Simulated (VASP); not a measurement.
Input:

```xyz
8
Lattice="-2.6683 2.6683 5.2995 2.6683 -2.6683 5.2995 2.6683 2.6683 -5.2995" Properties=species:S:1:pos:R:3 pbc="T T T"
Ga     0.0000     0.0000     5.2995
Ga     2.6683     0.0000     2.6497
Cu     0.0000     0.0000     0.0000
Cu     0.0000     2.6683     2.6497
Se     1.3847     1.3341     6.6243
Se     4.0024     1.2835    -1.3249
Se     1.2835     1.3341     1.3249
Se    -1.3341     1.3847     3.9746
```

Calculation: LDA (Ceperley-Alder, Perdew-Zunger), VASP's LDA PAW potentials (set 64) (plane waves; VASP). Run with 500 eV cut-off, 6×6×6 Γ-centred mesh, Gaussian smearing of 0.050 eV, potentials Ga_d Cu Se.

Estimate the energy per atom (σ→0), pressure, band gap (on the k-mesh) with the smallest direct gap where there is one.

- band gap (on the k-mesh) = 0.69 eV
- smallest direct gap (on the k-mesh) = 0.69 eV
- energy per atom (σ→0) = -4.562 eV/atom
- pressure = 99.5 kbar

The compound is CuGaSe2 in the chalcopyrite structure. It was relaxed first under an external pressure of 10 GPa.
